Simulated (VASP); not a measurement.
Output of a VASP run:

OSZICAR:
```
       N       E                     dE             d eps       ncg     rms          rms(c)
DAV:   1     0.236843750908E+03    0.23684E+03   -0.11637E+04   640   0.194E+03
DAV:   2     0.791990619673E+01   -0.22892E+03   -0.21859E+03  1000   0.309E+02
DAV:   3    -0.253431085962E+02   -0.33263E+02   -0.29394E+02   792   0.147E+02
DAV:   4    -0.268684176883E+02   -0.15253E+01   -0.15251E+01  1000   0.339E+01
DAV:   5    -0.269439313865E+02   -0.75514E-01   -0.75508E-01  1064   0.631E+00    0.277E+01
DAV:   6    -0.257153966759E+02    0.12285E+01   -0.10653E+02   976   0.592E+01    0.325E+01
DAV:   7    -0.236045441659E+02    0.21109E+01   -0.23568E+02  1056   0.135E+02    0.198E+01
DAV:   8    -0.229323155233E+02    0.67223E+00   -0.39793E+00   832   0.220E+01    0.137E+01
DAV:   9    -0.214338200851E+02    0.14985E+01   -0.62601E+00   952   0.207E+01    0.240E+00
DAV:  10    -0.213646005941E+02    0.69219E-01   -0.25446E-01  1120   0.463E+00    0.171E+00
DAV:  11    -0.213246140857E+02    0.39987E-01   -0.59863E-02   936   0.234E+00    0.138E+00
DAV:  12    -0.212776456553E+02    0.46968E-01   -0.19137E-01  1048   0.421E+00    0.613E-01
DAV:  13    -0.212825068246E+02   -0.48612E-02   -0.12924E-01   968   0.328E+00    0.102E+00
DAV:  14    -0.212775598163E+02    0.49470E-02   -0.13408E-01   960   0.334E+00    0.375E-01
DAV:  15    -0.212759836058E+02    0.15762E-02   -0.11007E-02   928   0.990E-01    0.684E-02
DAV:  16    -0.212759964284E+02   -0.12823E-04   -0.34664E-04   928   0.131E-01    0.439E-02
DAV:  17    -0.212759991812E+02   -0.27528E-05   -0.11589E-03   992   0.300E-01    0.463E-02
DAV:  18    -0.212759844136E+02    0.14768E-04   -0.40458E-05  1040   0.535E-02    0.351E-02
DAV:  19    -0.212759671733E+02    0.17240E-04   -0.97293E-05  1000   0.877E-02    0.619E-03
DAV:  20    -0.212759660247E+02    0.11486E-05   -0.65897E-06  1080   0.243E-02    0.257E-03
DAV:  21    -0.212759660360E+02   -0.11324E-07   -0.20647E-07   656   0.337E-03
   1 F= -.21275966E+02 E0= -.21275966E+02  d E =-.539860E-19
```

### OUTCAR
```
------------------------ aborting loop because EDIFF is reached ----------------------------------------
  FORCE on cell =-STRESS in cart. coord.  units (eV):
  Direction    XX          YY          ZZ          XY          YZ          ZX
  --------------------------------------------------------------------------------------
  Total       -1.2978458     -1.2978458     -1.2978458     -0.0000000     -0.0000000      0.0000000
  in kB      -50.1767789    -50.1767789    -50.1767789     -0.0000000     -0.0000000      0.0000000
  external PRESSURE =     -50.1767789 kB  Pullay stress =       0.0000000 kB
  volume of cell :       41.44
      direct lattice vectors                 reciprocal lattice vectors
     0.000000000  2.746630908  2.746630908    -0.182041205  0.182041205  0.182041205
     2.746630908  0.000000000  2.746630908     0.182041205 -0.182041205  0.182041205
     2.746630908  2.746630908  0.000000000     0.182041205  0.182041205 -0.182041205
 POSITION                                       TOTAL-FORCE (eV/Angst)
 -----------------------------------------------------------------------------------
      0.00000      0.00000      0.00000        -0.000000      0.000000     -0.000000
      1.37332      1.37332      1.37332         0.000000      0.000000      0.000000
      4.11995      4.11995      4.11995        -0.000000     -0.000000     -0.000000
 -----------------------------------------------------------------------------------
    total drift:                                0.000000     -0.000000      0.000000
  FREE ENERGIE OF THE ION-ELECTRON SYSTEM (eV)
  ---------------------------------------------------
  free  energy   TOTEN  =       -21.2759660360 eV

  energy  without entropy=      -21.2759660360  energy(sigma->0) =      -21.27596604
```
(Selected blocks of OUTCAR.)

**POSCAR**
```
CeO2
1
    0.0000000000     2.7466309080     2.7466309080
    2.7466309080     0.0000000000     2.7466309080
    2.7466309080     2.7466309080     0.0000000000
Ce O
1 2
Direct
  0.0000000000   0.0000000000   0.0000000000
  0.2500000000   0.2500000000   0.2500000000
  0.7500000000   0.7500000000   0.7500000000
```

Write an INCAR and KPOINTS that could have produced this output.

Several could match; the one computed here: the input of the run itself, rev-vdW-DF2, plane waves, VASP's PBE PAW potentials (set 64).

KPOINTS:
```
Automatic mesh
0
Gamma
7 7 7
0 0 0
```

**INCAR**
```
SYSTEM = CeO2
PREC = Accurate; ENCUT = 520; LREAL = .False.
LASPH = .True.
EDIFF = 1E-7; NELM = 100; ALGO = Normal
LMAXMIX = 6
ISMEAR = 0; SIGMA = 0.05
GGA = MK; LUSE_VDW = .True.; AGGAC = 0.0
PARAM1 = 0.1234568; PARAM2 = 0.7114; ZAB_VDW = -1.8867
ISIF = 2
LWAVE = .False.; LCHARG = .False.
```

POTCAR, in this order: Ce O (PBE.64 set). Program: vasp_std.

The compound is CeO2 in the fluorite structure. This cell is one point of a volume scan, at 1.03 of the reference volume. The run is not spin-polarised, so no magnetic state was tried.
